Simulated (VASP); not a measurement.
These are PBEsol GGA, VASP's PBE PAW potentials (set 64) (plane waves; VASP) values and carry that method's errors.

A VASP calculation is set up with these files.

**INCAR**
```
SYSTEM = HgTe
PREC = Accurate
ENCUT = 500
EDIFF = 1E-6
NELM = 100
ALGO = Normal
LREAL = .FALSE.
LASPH = .TRUE.
ISMEAR = 1
SIGMA = 0.1
GGA = PS
LMAXMIX = 6
LWAVE = .FALSE.
LCHARG = .FALSE.
IBRION = 2
ISIF = 3
NSW = 40
EDIFFG = -0.02
PSTRESS = 100
```

**POSCAR**
```
HgTe
1
    3.9537852431     0.0000000000    -0.0000000000
   -1.9768926214     3.4240787011    -0.0000000000
   -0.0000000000    -0.0000000000     7.1666763524
Hg Te
2 2
Direct
  1.0000000000   0.0000000000   0.0000000000
  1.0000000000   0.0000000000   0.5000000000
  0.3333330000   0.6666670000   0.2500000000
  0.6666670000   0.3333330000   0.7500000000
```

KPOINTS:
```
Automatic mesh
0
Gamma
9 9 5
0 0 0
```

POTCAR, in this order: Hg Te (PBE.64 set). Program: vasp_std.

Output

### OUTCAR
```
 ion  position               nearest neighbor table
   1  0.000  0.000  0.000-   3 2.90   4 2.90   4 2.90   3 2.90   4 2.90   3 2.90   2 3.58   2 3.58
  LATTYP: Found a hexagonal cell.
 ALAT       =     3.9537852431
 C/A-ratio  =     1.8126114373
 Subroutine PRICEL returns:
 Original cell was already a primitive cell.
 Subroutine GETGRP returns: Found 24 space group operations
The static configuration has the point symmetry D_3d.
 The point group associated with its full space group is D_6h.
The dynamic configuration has the point symmetry D_3d.
 Subroutine INISYM returns: Found 24 space group operations
 Subroutine IBZKPT returns following result:
 Found     36 irreducible k-points:

 Following reciprocal coordinates:
            Coordinates               Weight
  0.000000  0.000000  0.000000      1.000000
  0.111111  0.000000  0.000000      6.000000
  0.222222 -0.000000  0.000000      6.000000
  0.333333  0.000000  0.000000      6.000000
  0.444444 -0.000000  0.000000      6.000000
  0.111111  0.111111  0.000000      6.000000
  0.222222  0.111111  0.000000     12.000000
  0.333333  0.111111  0.000000     12.000000
...
```

File OSZICAR:
```
       N       E                     dE             d eps       ncg     rms          rms(c)
DAV:   1     0.243613978589E+03    0.24361E+03   -0.16559E+04  1584   0.144E+03
DAV:   2     0.345209588611E+01   -0.24016E+03   -0.23364E+03  1752   0.334E+02
DAV:   3    -0.817457334567E+01   -0.11627E+02   -0.11432E+02  1898   0.725E+01
DAV:   4    -0.830403664185E+01   -0.12946E+00   -0.12938E+00  1890   0.727E+00
DAV:   5    -0.830590831725E+01   -0.18717E-02   -0.18716E-02  1928   0.835E-01    0.161E+01
DAV:   6    -0.783462701993E+01    0.47128E+00   -0.13690E+00  1698   0.139E+01    0.117E+01
DAV:   7    -0.782875793649E+01    0.58691E-02   -0.44626E-01  1782   0.430E+00    0.203E+00
DAV:   8    -0.781677868832E+01    0.11979E-01   -0.81780E-02  1662   0.310E+00    0.125E+00
DAV:   9    -0.781694672514E+01   -0.16804E-03   -0.81351E-03  1788   0.815E-01    0.346E-01
DAV:  10    -0.781680597709E+01    0.14075E-03   -0.87169E-04  1842   0.367E-01    0.152E-01
DAV:  11    -0.781679897427E+01    0.70028E-05   -0.55857E-05  1842   0.498E-02    0.963E-02
DAV:  12    -0.781681161966E+01   -0.12645E-04   -0.16165E-04  1692   0.108E-01    0.117E-01
DAV:  13    -0.781679423800E+01    0.17382E-04   -0.65495E-05  1686   0.855E-02    0.391E-02
DAV:  14    -0.781679474161E+01   -0.50360E-06   -0.48256E-06  1562   0.118E-02
   1 F= -.17610993E+01 E0= -.17604237E+01  d E =-.176110E+01
```

### OUTCAR
```
------------------------ aborting loop because EDIFF is reached ----------------------------------------
  FORCE on cell =-STRESS in cart. coord.  units (eV):
  Direction    XX          YY          ZZ          XY          YZ          ZX
  --------------------------------------------------------------------------------------
  Total        6.0529889      6.0529897      6.1318738      0.0000000     -0.0000000     -0.0000000
  in kB       99.9553061     99.9553200    101.2579628      0.0000000     -0.0000000     -0.0000000
  external PRESSURE =       0.3895296 kB  Pullay stress =     100.0000000 kB
  volume of cell :       97.02
      direct lattice vectors                 reciprocal lattice vectors
     3.953785243  0.000000000  0.000000000     0.252922184  0.146024681  0.000000000
    -1.976892621  3.424078701  0.000000000     0.000000000  0.292049362  0.000000000
     0.000000000  0.000000000  7.166676352     0.000000000  0.000000000  0.139534695
 POSITION                                       TOTAL-FORCE (eV/Angst)
 -----------------------------------------------------------------------------------
      0.00000      0.00000      0.00000         0.000000      0.000000     -0.000000
      0.00000      0.00000      3.58334         0.000000      0.000000     -0.000000
     -0.00000      2.28272      1.79167         0.000000     -0.000000     -0.000000
      1.97689      1.14136      5.37501        -0.000000      0.000000      0.000000
 -----------------------------------------------------------------------------------
    total drift:                                0.000000      0.000000      0.000000
  FREE ENERGIE OF THE ION-ELECTRON SYSTEM (eV)
  ---------------------------------------------------
  free  energy   TOTEN  =        -7.8167947416 eV

  energy  without entropy=       -7.8147677518  energy(sigma->0) =       -7.81611908
  enthalpy is  TOTEN    =        -1.7610993143 eV   P V=        6.0556954273

 reached required accuracy - stopping structural energy minimisation
```
(Selected blocks of OUTCAR.)

The structure was generated: HgTe was put into the NiAs type type (P6_3/mmc), which need not be its known phase. It was relaxed first under an external pressure of 10 GPa.
